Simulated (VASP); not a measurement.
Data:

```
CELL_PARAMETERS angstrom
      0.00000     3.03151     3.03151
      3.03151     0.00000     3.03151
      3.03151     3.03151     0.00000
ATOMIC_POSITIONS crystal
  Dy 0.00000 0.00000 0.00000
  Te 0.50000 0.50000 0.50000
```

The numbers are results of PBEsol GGA, VASP's PBE PAW potentials (set 64) (plane waves; VASP), not measurements. Settings: 400 eV cut-off, Gaussian smearing of 0.050 eV, potentials Dy_3 Te.

The 4f electrons are frozen in the core of the lanthanide potential, so 4f levels, which can set the real gap, and their magnetism are missing.  Unless said otherwise, spin-orbit coupling is left out, though it shifts the bands of the heavy elements here.

Problem. What does the run give for the band gap (along the path) with the smallest direct gap where there is one?

Solution. 
```json
{
  "band gap (along the path)": "none (metal, semimetal or under 0.01 eV)"
}
```

Total energies compare only between runs with the same potentials, cut-off and functional.

The structure comes from a measured DyTe entry (Fm-3m) of the Crystallography Open Database, whose conditions weren't checked. It was relaxed first. The electron count is odd and the run is not spin-polarised, which forces a metal.
